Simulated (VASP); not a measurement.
Output of a VASP run:

File OSZICAR:
```
       N       E                     dE             d eps       ncg     rms          rms(c)
DAV:   1     0.131920248271E+03    0.13192E+03   -0.72893E+03   828   0.976E+02
DAV:   2     0.376592854464E+00   -0.13154E+03   -0.12798E+03   902   0.299E+02
DAV:   3    -0.906197587617E+01   -0.94386E+01   -0.94013E+01  1028   0.875E+01
DAV:   4    -0.924144813242E+01   -0.17947E+00   -0.17940E+00   934   0.148E+01
DAV:   5    -0.924760159088E+01   -0.61535E-02   -0.61534E-02  1128   0.234E+00    0.462E+00
DAV:   6    -0.875372644367E+01    0.49388E+00   -0.15137E+00  1218   0.923E+00    0.328E+00
DAV:   7    -0.875415835421E+01   -0.43191E-03   -0.14931E-01   870   0.219E+00    0.186E+00
DAV:   8    -0.875758727642E+01   -0.34289E-02   -0.16114E-02   890   0.165E+00    0.220E-01
DAV:   9    -0.875727460155E+01    0.31267E-03   -0.30537E-03  1248   0.569E-01    0.889E-02
DAV:  10    -0.875745715599E+01   -0.18255E-03   -0.34051E-04   854   0.136E-01    0.441E-02
DAV:  11    -0.875746720157E+01   -0.10046E-04   -0.81412E-05   988   0.113E-01    0.187E-02
DAV:  12    -0.875746802763E+01   -0.82606E-06   -0.47322E-06  1046   0.212E-02
   1 F= -.87574680E+01 E0= -.87574680E+01  d E =-.519664E-16
```

**OUTCAR**
```
------------------------ aborting loop because EDIFF is reached ----------------------------------------
  FORCE on cell =-STRESS in cart. coord.  units (eV):
  Direction    XX          YY          ZZ          XY          YZ          ZX
  --------------------------------------------------------------------------------------
  Total        0.3871534      0.3871534      0.3871534     -0.0000000      0.0000000      0.0000000
  in kB       11.7923863     11.7923863     11.7923863     -0.0000000      0.0000000      0.0000000
  external PRESSURE =      11.7923863 kB  Pullay stress =       0.0000000 kB
  volume of cell :       52.60
      direct lattice vectors                 reciprocal lattice vectors
     0.000000000  2.973861000  2.973861000    -0.168131597  0.168131597  0.168131597
     2.973861000  0.000000000  2.973861000     0.168131597 -0.168131597  0.168131597
     2.973861000  2.973861000  0.000000000     0.168131597  0.168131597 -0.168131597
  FREE ENERGIE OF THE ION-ELECTRON SYSTEM (eV)
  ---------------------------------------------------
  free  energy   TOTEN  =        -8.7574680276 eV

  energy  without entropy=       -8.7574680276  energy(sigma->0) =       -8.75746803
```
(Selected blocks of OUTCAR.)

### POSCAR
```
PbS
1
    0.0000000000     2.9738610000     2.9738610000
    2.9738610000     0.0000000000     2.9738610000
    2.9738610000     2.9738610000     0.0000000000
Pb S
1 1
Direct
  0.0000000000   0.0000000000   0.0000000000
  0.5000000000   0.5000000000   0.5000000000
```

Write an INCAR and KPOINTS that could have produced this output.

This is not unique; one that fits is the input of the run itself, PBE GGA, plane waves, VASP's PBE PAW potentials (set 64).

KPOINTS:
```
Automatic mesh
0
Gamma
8 8 8
0 0 0
```

**INCAR**
```
SYSTEM = PbS
PREC = Accurate
ENCUT = 300
EDIFF = 1E-6
NELM = 100
ALGO = Normal
LREAL = .FALSE.
LASPH = .TRUE.
ISMEAR = 0
SIGMA = 0.02
GGA = PE
LMAXMIX = 4
LWAVE = .FALSE.
LCHARG = .FALSE.
ISIF = 2
```

POTCAR, in this order: Pb_d S (PBE.64 set). Program: vasp_std.

At this cut-off the stress carries a Pulay error, which pulls relaxed volumes low.

The structure is a typed PbS crystal. The cell was not relaxed at this level.
